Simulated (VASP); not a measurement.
An input for Ansatz (written as the equivalent of a VASP run, and not itself run):

Ansatz 0.2 input:
```yaml
crystal:
  lattice:
    - [0.0000000, 3.1128769, 3.1128769]
    - [3.1128769, 0.0000000, 3.1128769]
    - [3.1128769, 3.1128769, 0.0000000]
  atoms:
    - { symbol: Ba, position: [0.0000000, 0.0000000, 0.0000000] }
    - { symbol: F, position: [0.2500000, 0.2500000, 0.2500000] }
    - { symbol: F, position: [0.7500000, 0.7500000, 0.7500000] }
kpoints:
  mp_grid: { grid: [6, 6, 6] }
hamiltonian:
  xc: r2scan
  pseudopotentials: { kind: paw }
scf:
  occupations: { method: gaussian, width: 0.05 }
  max_iter: 100
relax:
  max_steps: 60
  f_tol: 0.02
  cell: {}
output: { forces: true, stress: true, eigenvalues: true }
```

Problem. Translate this input to VASP (INCAR, KPOINTS, POSCAR, choice of POTCAR).

Solution. Several could match; the one computed here: 
INCAR:
```
# general
SYSTEM =BaF2
PREC   =Accurate
ENCUT  =520
LREAL  =.False.
LASPH  =.True.

# electronic loop
EDIFF  =1E-6
NELM   =100
ALGO   =Normal
LMAXMIX=4
LMIXTAU=.True.

# smearing
ISMEAR =0
SIGMA  =0.05

# functional
METAGGA=R2SCAN

# ions
IBRION =2
NSW    =60
ISIF   =3
EDIFFG =-0.02

# output
LWAVE  =.False.
LCHARG =.False.
```

**KPOINTS**
```
Automatic mesh
0
Gamma
6 6 6
0 0 0
```

POSCAR:
```
BaF2
1
    0.0000000000     3.1128768920     3.1128768920
    3.1128768920    -0.0000000000     3.1128768920
    3.1128768920     3.1128768920    -0.0000000000
Ba F
1 2
Direct
  0.0000000000   0.0000000000   0.0000000000
  0.2500000000   0.2500000000   0.2500000000
  0.7500000000   0.7500000000   0.7500000000
```

POTCAR, in this order: Ba_sv F (PBE.64 set). Program: vasp_std.

Limits of the translation: each code has its own PAW files, so the cut-off isn't converted (ENCUT is set for VASP's; basis.ecutwfc is left out, and Ansatz then takes the one that its files recommend); Ansatz stops its SCF on the density residual and VASP on the energy change (EDIFF).

The compound is BaF2 in the fluorite structure. It was relaxed first. The start is the result of an earlier pass.
